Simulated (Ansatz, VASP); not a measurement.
## TaN: VASP beside Ansatz

One calculation is typed for both programs; each brings its own data sets. How far apart do they land? The cell is taken from a series of runs on this material, whose earlier steps may have relaxed, scaled, displaced or heated it; both programs get it as it stands.

Main program and level: Ansatz 0.2.0; plane waves, with VASP 6.6.1 beside it; zone-centre phonons at LDA.

### 1. The structure

The structure is hexagonal, space group P-6m2 (No. 187). The conventional cell has a = 2.819 Å, b = 2.819 Å, c = 2.888 Å, α = 90.00°, β = 90.00°, γ = 120.00°. Nearest to N lie 6 Ta at 2.18 Å. Nearest to Ta lie 6 N at 2.18 Å. Farther neighbours and most contacts between anions are not listed.

Structure file:

```cif
data_structure
_symmetry_space_group_name_H-M 'P 1'
_symmetry_Int_Tables_number 1
_cell_length_a 2.8193
_cell_length_b 2.8193
_cell_length_c 2.8879
_cell_angle_alpha 90.000
_cell_angle_beta 90.000
_cell_angle_gamma 120.000
_cell_volume 19.88
loop_
_atom_site_label
_atom_site_type_symbol
_atom_site_fract_x
_atom_site_fract_y
_atom_site_fract_z
_atom_site_occupancy
N1 N 0.66667 0.33333 0.00000 1
Ta2 Ta 0.00000 0.00000 0.50000 1
```

### 2. Ansatz: zone-centre phonons, LDA

Ansatz runs on its PAW soft_1 files.

Second derivatives magnify differences that forces hide, and they need a tight electronic threshold.

Input file input.yaml:

```yaml
crystal:
  lattice:
    - [2.8193131704, 0.0, 0.0]
    - [-1.4096565852, 2.4415968268, 0.0]
    - [0.0, 0.0, 2.8879193605]
  atoms:
    - { symbol: "N", position: [0.6666666667, 0.3333333333, 0.0] }
    - { symbol: Ta, position: [0.0, 0.0, 0.5] }
kpoints:
  mp_grid: { grid: [18, 18, 16] }
hamiltonian:
  xc: lda
  pseudopotentials: { kind: paw, azcp: { folder: soft_1 }, xc_functional: pbe }
scf:
  occupations: { method: methfessel_paxton, width: 0.2 }
output:
  eigenvalues: true
phonons:
  method: dfpt
```

Run with:

```bash
> ansatz run input.yaml --threads 4 --pin off --max-ram 10240MiB --backend cpu --events-out ev --progress --plain --runs-dir out
```

Numbers of over 12 decimals in the logs are rounded to 6 here.

The program printed:

```text
zone centre: on kpoints.mp_grid the ground state, and the responses unless they are solved on pairs of k-points, stand on 819 of the mesh's 5184 k-points, reduced under 4 symmetry operations, with k and −k counted as one. Each operation leaves every solved displacement unchanged or reverses it
Engine: ansatz 0.2.0, aarch64-unknown-linux-gnu
Pseudopotentials: kind: paw
Pseudopotential: N, paw, valence charge 5, recommended cutoff 420 eV (normal), soft_1/N.paw.azcp
Pseudopotential: Ta, paw, valence charge 13, recommended cutoff 420 eV (normal), soft_1/Ta.paw.azcp
Functional definition: SPW92
  exchange = slater_x
  correlation = pw_c
Crystal: 2 atoms, lattice volume = 19.879 Å³
Basis set: ecut = 420 eV, 393 PW (Γ), exchange–correlation on 40×40×40 points (8 copies of the dense FFT grid, shifted against one another)
Bands: 13, of which v1, the nominal top of the filled ones, is band 9 counted from 1 (8 counted from 0)
Symmetry: 12 space group operations
k-points: 819 of 5184 (irreducible under 4 space group operations, time reversal used)
Non-local potential: N, projectors of the file, l = 0: 2, l = 1: 2, l = 2: 1
Non-local potential: Ta, projectors of the file, l = 0: 3, l = 1: 2, l = 2: 2, l = 3: 1
PAW form: soft (Blöchl's): semilocal exchange-correlation on the pseudo side does not see the compensation charge
PAW frozen core: N, regenerated for the run's functional, and the local potential with it (the file was generated under x = pbe(κ = 0.804, μ = 0.219515), c = pbe(β = 0.066725))
PAW frozen core: Ta, regenerated for the run's functional, and the local potential with it (the file was generated under x = pbe(κ = 0.804, μ = 0.219515), c = pbe(β = 0.066725))
PAW one-centre angular grid: N, 110 points (default); XC on 64 Gauss nodes
PAW one-centre angular grid: Ta, 590 points (default); XC on 64 Gauss nodes
Initial density: superposition of atomic densities (chi_scale 0.1, normalization cell, long waves kept (reshape's long-wave potential 0.00 eV rms))
Initial wavefunctions: pseudopotential atomic-orbital guess
Functional: x = slater, c = lda
SCF iter   1: F=—  HF=-10060.002681 eV  |F-HF|=—  |Δ(HF+E_count)|=         —  Δρ=5.24e-2  dr2=3.51e-1  ethr=3.10e-3  ⟨swp⟩=5.0  Hψ=52852  notcnv=0
preconditioner: auto → none  [metal: Δε(μ)=0.044 eV  Ē_g=11.768 eV  σ=0.200 eV  W_gap=0.18  n_scr=8 (ndim 8)  ℏωp=26.3 eV  f_vac=0.000  D(μ)=0.05/eV (n_scr^D=0)  sad-step TF]
SCF iter   2: F=—  HF=-10059.959704 eV  |F-HF|=—  |Δ(HF+E_count)|=   4.30e-2  S|Δr|=    0.00e0  Δρ=3.25e-2  dr2=1.42e-1  ethr=1.95e-3  ⟨swp⟩=1.0  Hψ=17199  notcnv=0
SCF iter   3: F=—  HF=-10059.925164 eV  |F-HF|=—  |Δ(HF+E_count)|=   3.45e-2  S|Δr|=    0.00e0  Δρ=1.59e-3  dr2=2.89e-4  ethr=7.90e-4  ⟨swp⟩=2.5  Hψ=15029  notcnv=0
SCF iter   4: F=—  HF=-10059.925190 eV  |F-HF|=—  |Δ(HF+E_count)|=   2.68e-5  S|Δr|=    0.00e0  Δρ=3.26e-4  dr2=1.73e-5  ethr=1.60e-6  ⟨swp⟩=2.3  Hψ=17600  notcnv=0
SCF iter   5: F=—  HF=-10059.925186 eV  |F-HF|=—  |Δ(HF+E_count)|=   4.91e-6  S|Δr|=    0.00e0  Δρ=3.46e-5  dr2=7.49e-8  ethr=9.63e-8  ⟨swp⟩=2.0  Hψ=16906  notcnv=0
SCF iter   6: F=—  HF=-10059.925185 eV  |F-HF|=—  |Δ(HF+E_count)|=   9.49e-8  S|Δr|=    0.00e0  Δρ=5.61e-6  dr2=2.58e-9  ethr=4.16e-10  ⟨swp⟩=2.0  Hψ=18025  notcnv=0
SCF iter   7: F=—  HF=-10059.925185 eV  |F-HF|=—  |Δ(HF+E_count)|=  7.19e-10  S|Δr|=    0.00e0  Δρ=9.36e-7  dr2=9.25e-11  ethr=1.44e-11  ⟨swp⟩=2.0  Hψ=16555  notcnv=0
SCF iter   8: F=-10059.925185 eV  HF=-10059.925185 eV  |F-HF|=0.00e0  |Δ(HF+E_count)|=  1.27e-11  S|Δr|=    0.00e0  Δρ=7.29e-8  dr2=3.25e-13  ethr=1.00e-12  ⟨swp⟩=6.1  Hψ=46392  notcnv=0
SCF 1 converged in 8 iterations: F = -10059.925185 eV  dr2 = 3.25e-13
  greatest PAW one-centre occupation: 0.999 electrons in one spin orbital (limit 2), on the Ta atom at site 1 (counted from 0), in its partial waves of l = 0
DFPT response loops at Γ: preconditioner auto → Kerker (q_TF=auto, 2.684 Å⁻¹) (partly filled bands, converged f_vac=0.000); β = 1.00, the filter's whole step (`scf.mixing.beta` (0.50) is not read by the response loops under this deck's `scf.mixing.preconditioner`; to damp them name `kerker` or `kerker_dos`, under which they read `scf.mixing.beta`, and type it under 1.00, their step now; both keys bind the ground state too); Broyden in place of MSR1
SCF converged after 8 iterations
Stability not checked: this state was not tested for a lower state beside it, because cold or Methfessel-Paxton smearing, or corrected tetrahedra, fill the levels in a way that the test cannot read (fill_not_monotonic; see scf.lower_state_search)
Free energy (F): -10059.925185 eV
Harris-Foulkes:  -10059.925185 eV  (|F-HF|=0.00e0)
Internal energy: -10059.925631 eV  (E = F + TS)
E sigma→0 (E₀):  -10059.925297 eV
Entropy (-TS):   0.000446 eV (0.223 meV/atom)
Fermi energy:    21.509993 eV
--- Per-component energies (eV) ---
  E_band       = -27.978358
  E_kinetic    = 529.651362
  E_local      = -537.215623  (includes V_loc(G=0)·N_el)
  E_nonlocal   = 30.736873
  E_hartree    = 195.658259
  E_xc         = -380.619113
  E_vxc        = -313.159394  (∫ρ·V_xc dr)
  E_paw        = -8177.143873  (= ΣΔE_a)
  E_vpaw       = -129.308976  (= ΣTr[D̂ρ^β])
  E_aug_tail   = 0.000887  (compensation charges beyond the density's cutoff)
  E_ewald      = -1721.333443
  E_core_change = 0.339041  (= ΣΔE_core)
  E_smearing   = 0.000446  (= −TS)
  E_closure    = 0.000000  (closes the sum)
  Σ components = -10059.925185   (vs F -10059.925185, Δ=0.00e0)
--- Band table (eV; the first three rows and the last of 819) ---
  k-point 0: bands = [... 5 lower, 16.8809, 17.0483, 17.0483, 18.3584, 24.9143, 25.2741, 25.2741, 25.9409]
  k-point 1: bands = [... 5 lower, 16.5766, 17.0813, 17.0813, 18.6236, 24.7265, 24.7265, 25.0376, 26.3478]
  k-point 2: bands = [... 5 lower, 15.9055, 17.1772, 17.1772, 19.2097, 23.9194, 23.9194, 25.3811, 26.7285]
  k-point 818: bands = [... 5 lower, 13.5644, 14.5765, 17.3693, 20.4674, 26.4635, 26.7574, 28.3975, 29.3484]
--- Phonons (Γ-DFPT): 4 representative perturbations + reference, on 819 of 5184 k-points (Σ response iterations 12) ---
  k mesh reduced under 4 symmetry operations, with k and −k counted as one. Each operation leaves every solved displacement unchanged or reverses it
  ASR residual: 2.856e-5 → 0.000e0 eV/Å²; symmetrization residual: 2.569e-6 eV/Å²
  ASR residual per site (eV/Å²): 2.35e-5 2.86e-5
  Γ frequencies (cm⁻¹): 0.00 0.00 0.00 575.31 575.31 600.34
  non-analytic LO–TO correction: not included (Born effective charges unavailable; polar crystals: no LO–TO splitting at Γ)
```

The column dr2 measures how far the density is from self-consistency, as an energy; F and HF (Harris–Foulkes) agree once it is small.

(Continued in part 2 of 2.)

[Lines on the potential files, build, host, timing and source positions are cut from VASP's logs without a mark.]

[Logs are printed without paths, hosts, clocks, repeated set-up lines and the standing remarks that a program may print on its own settings, such as how far it seeks lower states.]

[Hosts, paths, dates, database ids (printed as entryN), source tags and the programs' standing remarks are cut or masked in the printed files.]
